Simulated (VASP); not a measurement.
# BaP (P6_3mc) in VASP: a series of runs, part 2 of 2

VASP 6.6.1.

### Step 4. Single point, PBE

Contents of INCAR:

```
SYSTEM = BaP
PREC = Accurate ; ENCUT = 520
EDIFF = 1E-6 ; ISMEAR = 1
SIGMA = 0.15 ; LREAL = .False.
LASPH = .True. ; NELM = 80
ALGO = Normal ; ISIF = 2
LWAVE = .False. ; LCHARG = .False.
GGA = PE ; NBANDS = 23
```

Contents of KPOINTS:

```
regular mesh
0
Gamma
  5 5 3
  0 0 0
```

Contents of POSCAR:

```
BaP
1.0
    4.1886420000      0.0000000000      0.0000000000
   -2.0943210000      3.6274720000      0.0000000000
    0.0000000000      0.0000000000      6.8020140000
Ba P
2 2
Direct
    0.3333300000      0.6666700000      0.0000000000
    0.6666600000      0.3333300000      0.5000000000
    0.3333300000      0.6666700000      0.3775000000
    0.6666600000      0.3333300000      0.8775000000
```

Potentials or basis: VASP PAW PBE potentials, release 64 (Ba_sv, P).

On the command line:

```sh
cat potpaw_PBE.64/Ba_sv/POTCAR potpaw_PBE.64/P/POTCAR > POTCAR
mpirun -np 1 vasp_std > vasp.out
```

OUTCAR:

```text
SYSTEM = BaP
   PREC = Accurate
   ENCUT = 520
   EDIFF = 1E-6
   ISMEAR = 1
   LREAL = .False.
   LASPH = .True.
   NELM = 80
   ISIF = 2
   GGA = PE

 ion  position               nearest neighbor table
   1  0.333  0.667  0.000-   4 2.56   4 2.56   4 2.56   3 2.57   2 4.17   2 4.17   2 4.17   2 4.17
                             2 4.17   2 4.17
   2  0.667  0.333  0.500-   3 2.56   3 2.56   3 2.56   4 2.57   1 4.17   1 4.17   1 4.17   1 4.17
                             1 4.17   1 4.17
   3  0.333  0.667  0.377-   2 2.56   2 2.56   2 2.56   1 2.57
   4  0.667  0.333  0.877-   1 2.56   1 2.56   1 2.56   2 2.57

  LATTYP: Found a hexagonal cell.
 ALAT       =     4.1886420000
 C/A-ratio  =     1.6239186830

  Lattice vectors:

 A1 = (   4.1886420000,   0.0000000000,   0.0000000000)
 A2 = (  -2.0943210000,   3.6274720000,   0.0000000000)
 A3 = (   0.0000000000,   0.0000000000,   6.8020140000)

Analysis of symmetry for initial positions (statically):
=====================================================================
 Subroutine PRICEL returns:
 Original cell was already a primitive cell.

 Routine SETGRP: Setting up the symmetry group for a
 hexagonal supercell.

 Subroutine GETGRP returns: Found  4 space group operations
 (whereof  1 operations were pure point group operations)
 out of a pool of 24 trial point group operations.

The static configuration has the point symmetry C_1 .
 The point group associated with its full space group is C_2v.

Analysis of symmetry for dynamics (positions and initial velocities):
=====================================================================
 Subroutine PRICEL returns:
 Original cell was already a primitive cell.

 Routine SETGRP: Setting up the symmetry group for a
 hexagonal supercell.

 Subroutine GETGRP returns: Found  4 space group operations
[... 117 lines left out ...]
   EFERMI_NEDOS =   21; number of points for ismear=-14 and -15
   IALGO  =     38    algorithm
   IMIX   =      4    mixing-type and parameters
     AMIX     =   0.40;   BMIX     =  1.00
     AMIX_MAG =   1.60;   BMIX_MAG =  1.00
  volume/ion in A,a.u.               =      25.84       174.36
  Fermi-wavevector in a.u.,A,eV,Ry     =   1.083953  2.048373 15.986210  1.174953
  Thomas-Fermi vector in A             =   2.220031
   LORBIT       =      0    0 simple, 1 ext, 2 COOP (PROOUT), +10 PAW based schemes
   GGA     = PE    functional components
   LHFCALC =     F    Hartree Fock is set to
   AEXX    =    0.0000 exact exchange contribution
   IVDW    =     0    specifies the selected vdW correction
   LEPSILON=     F    determine dielectric tensor
   LRPA    =     F    only Hartree local field effects (RPA)
 non-spin polarized calculation
 Methfessel and Paxton  Order N= 1 SIGMA  =   0.15
  energy-cutoff  :      520.00
  volume of cell :      103.35
 maximum number of plane-waves:      2788
   NGX = 15   NGY = 15   NGZ = 25

 number of electron      29.9999998 magnetization

 Free energy of the ion-electron system (eV)
  ---------------------------------------------------
  ext. energy  EPLUGINS =         0.00000000
  ---------------------------------------------------
  free energy    TOTEN  =        -9.62312611 eV

  energy without entropy =       -9.61640370  energy(sigma->0) =       -9.62088531

 E-fermi :   3.7199     XC(G=0):  -9.5243

 val. band max:        3.7019226937   @ k =  -0.4000   0.2000   0.3333
 cond. band min:       3.8212997261   @ k =   0.4000   0.0000   0.3333
 fundamental gap:      0.1193770324
 Fermi energy:         3.7199307831

 k-point     1 :       0.0000    0.0000    0.0000
  band No.  band energies     occupation
      1     -22.7934      2.00000
      2     -22.6126      2.00000
      3     -10.0191      2.00000
      4      -8.2127      2.00000
      5      -8.2127      2.00000
      6      -7.9700      2.00000
[... 457 lines left out ...]
     22       9.9269      0.00000
     23      10.5453      0.00000

------------------------ aborting loop because EDIFF is reached ----------------------------------------

  FORCE on cell =-STRESS in cart. coord.  units (eV):
  Direction    XX          YY          ZZ          XY          YZ          ZX
  --------------------------------------------------------------------------------------
  -------------------------------------------------------------------------------------
  Total       23.4463186     23.4479961     24.0212353      0.0000000      0.0000000      0.0000000
  in kB      363.4715401    363.4975455    372.3840635      0.0000000      0.0000000      0.0000000
  external PRESSURE =     366.4510497 kB  Pullay stress =       0.0000000 kB

 VOLUME and BASIS-vectors are now :
 -----------------------------------------------------------------------------
  energy-cutoff  :      520.00
  volume of cell :      103.35
      direct lattice vectors                 reciprocal lattice vectors
     4.188642000  0.000000000  0.000000000     0.238740862  0.137837039  0.000000000
    -2.094321000  3.627472000  0.000000000     0.000000000  0.275674078  0.000000000
     0.000000000  0.000000000  6.802014000     0.000000000  0.000000000  0.147015281

 POSITION                                       TOTAL-FORCE (eV/Angst)
 -----------------------------------------------------------------------------------
     -0.00002      2.41833      0.00000         0.000000     -0.000213     -0.105039
      2.09430      1.20915      3.40101        -0.000000      0.000213     -0.105039
     -0.00002      2.41833      2.56776         0.000000     -0.000223      0.105039
      2.09430      1.20915      5.96877         0.000000      0.000223      0.105039
 -----------------------------------------------------------------------------------
    total drift:                                0.000000      0.000000     -0.000554

  FREE ENERGIE OF THE ION-ELECTRON SYSTEM (eV)
  ---------------------------------------------------
  free  energy   TOTEN  =        -9.6231261137 eV

  energy  without entropy=       -9.6164037000  energy(sigma->0) =       -9.62088531
```

stdout:

```text
POSCAR found type information on POSCAR BaP
 POSCAR found :  2 types and       4 ions
 scaLAPACK will be used
 LDA part: xc-table for (Slater+PW92), standard interpolation
 POSCAR, INCAR and KPOINTS ok, starting setup
 FFT: planning ... GRIDC
 FFT: planning ... GRID_SOFT
 FFT: planning ... GRID
 WAVECAR not read
 entering main loop
```

Run time: 28 s. Hardware: 1 thread of AMD EPYC 9R45 (Zen 5), shared host; peak memory 0.2 GiB.

Results:

* Free energy: -9.6231 eV
* Pressure: 36.6 GPa
* Largest force: 0.105 eV/Å
* Band gap on the k mesh: none (metal or under the smearing width)

Forces in eV/Å, atoms in the order of the input:
```
Ba   0.000  0.000 -0.105
Ba   0.000  0.000 -0.105
P    0.000  0.000  0.105
P    0.000  0.000  0.105
```

Stress tensor (GPa, compression positive):
```
36.35  0.00  0.00
 0.00 36.35  0.00
 0.00  0.00 37.24
```

Caveat: a pressure of tens of GPa on the cell as given is suspect, and the run, the potentials or the cell itself is likely at fault. The run has no spin-orbit coupling, so splittings on Ba are missing.
